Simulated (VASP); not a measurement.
Given:

```
CELL_PARAMETERS angstrom
      0.00000     2.97108     2.97108
      2.97108     0.00000     2.97108
      2.97108     2.97108     0.00000
ATOMIC_POSITIONS crystal
  Cd 0.00000 0.00000 0.00000
  Se 0.25000 0.25000 0.25000
```

All values below come from r2SCAN meta-GGA, VASP's PBE PAW potentials (set 64) (plane waves; VASP). Numerical set-up: 480 eV cut-off, 8×8×8 Γ-centred mesh, Gaussian smearing of 0.050 eV, potentials Cd Se.

Q: What does the run give for the energy per atom (σ→0), pressure, band gap (on the k-mesh) with the smallest direct gap where there is one?

A: 
```yaml
band gap (on the k-mesh): 1.24 eV
smallest direct gap (on the k-mesh): 1.24 eV
energy per atom (σ→0): -17.907 eV/atom
pressure: 6.45 GPa
```

The absolute energy has meaning only against runs of the same code, potentials and settings.

The compound is CdSe in the zinc blende structure, whereas wurtzite is the usual form. This cell was strained or had an atom moved on purpose.
